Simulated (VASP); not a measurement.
A run of VASP 6.6.1:

INCAR

```
ALGO = Normal
EDIFF = 1E-7
ENCUT = 520
GGA = PS
ISIF = 2
ISMEAR = -1
LASPH = T
LCHARG = T
LELF = T
LREAL = F
LVHAR = T
LWAVE = F
NBANDS = 22
NELM = 100
PREC = Accurate
SIGMA = 0.05
```

Contents of KPOINTS:

```
k-points
0
Gamma
  7 7 7
```

The input POSCAR:

```
TaO3
1.0
    3.9603443700      0.0000000000      0.0000000000
    0.0000000000      3.9603443700      0.0000000000
    0.0000000000      0.0000000000      3.9603443700
Ta O
1 3
Direct
    0.4940560000      0.5012140000      0.4977020000
    0.5129950000      0.0054630000      0.4988720000
    0.5058640000      0.4943410000     -0.0025170000
   -0.0042890000      0.5064100000      0.5020870000
```

Potentials or basis: VASP PAW PBE potentials, release 64 (Ta_pv, O).

Launch:

```console
$ cat potpaw_PBE.64/Ta_pv/POTCAR potpaw_PBE.64/O/POTCAR > POTCAR
$ mpirun -np 1 vasp_std > vasp.out
```

Hardware: 1 thread of Intel(R) Xeon(R) Platinum 8488C (Sapphire Rapids), on a shared host.

Estimate the wall time of this run.

Run time: 3.6 min on 1 thread of Intel(R) Xeon(R) Platinum 8488C (Sapphire Rapids), with other jobs on the host, peak memory 0.32 GiB. Counts: scf iterations 17, k points 172.
